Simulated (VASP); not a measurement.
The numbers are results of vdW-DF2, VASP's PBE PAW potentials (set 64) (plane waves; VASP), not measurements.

The input files of a VASP run:

**POSCAR**
```
Li2O
1
    0.0000000000     2.3212677161     2.3212677161
    2.3212677161     0.0000000000     2.3212677161
    2.3212677161     2.3212677161     0.0000000000
Li O
2 1
Direct
  0.2500000000   0.2500000000   0.2500000000
  0.7500000000   0.7500000000   0.7500000000
  0.0000000000   0.0000000000   0.0000000000
```

INCAR:
```
! general
SYSTEM   = Li2O
PREC     = Accurate
ENCUT    = 520
LREAL    = .FALSE.
LASPH    = .TRUE.

! electronic loop
EDIFF    = 1E-6
NELM     = 100
ALGO     = Normal

! smearing
ISMEAR   = 0
SIGMA    = 0.05

! functional
GGA      = ML
LUSE_VDW = .TRUE.
AGGAC    = 0.0
ZAB_VDW  = -1.8867

! ions
IBRION   = 2
NSW      = 60
ISIF     = 3
EDIFFG   = -0.02

! output
LWAVE    = .FALSE.
LCHARG   = .FALSE.
```

### KPOINTS
```
Automatic mesh
0
Gamma
7 7 7
0 0 0
```

POTCAR, in this order: Li_sv O (PBE.64 set). Program: vasp_std.

**Question.** Predict the energy per atom (σ→0).

**Answer.** 
```json
{
 "energy per atom (σ→0)": "-3.919 eV/atom"
}
```

OSZICAR:
```
...
DAV:   7    -0.117583325084E+02    0.28441E-01   -0.38085E-01   434   0.521E+00    0.151E+00
DAV:   8    -0.117581201196E+02    0.21239E-03   -0.12096E-01   422   0.398E+00    0.390E-01
DAV:   9    -0.117565331946E+02    0.15869E-02   -0.72156E-03   536   0.764E-01    0.129E-01
DAV:  10    -0.117578395827E+02   -0.13064E-02   -0.28703E-03   432   0.552E-01    0.152E-01
DAV:  11    -0.117575300172E+02    0.30957E-03   -0.49612E-04   496   0.240E-01    0.182E-02
DAV:  12    -0.117575389091E+02   -0.88919E-05   -0.30584E-05   456   0.592E-02    0.387E-03
DAV:  13    -0.117575391889E+02   -0.27978E-06   -0.42044E-06   438   0.214E-02
   1 F= -.11757539E+02 E0= -.11757539E+02  d E =-.117575E+02
```

The compound is Li2O in the antifluorite structure. It was relaxed first. The start is the result of an earlier pass.
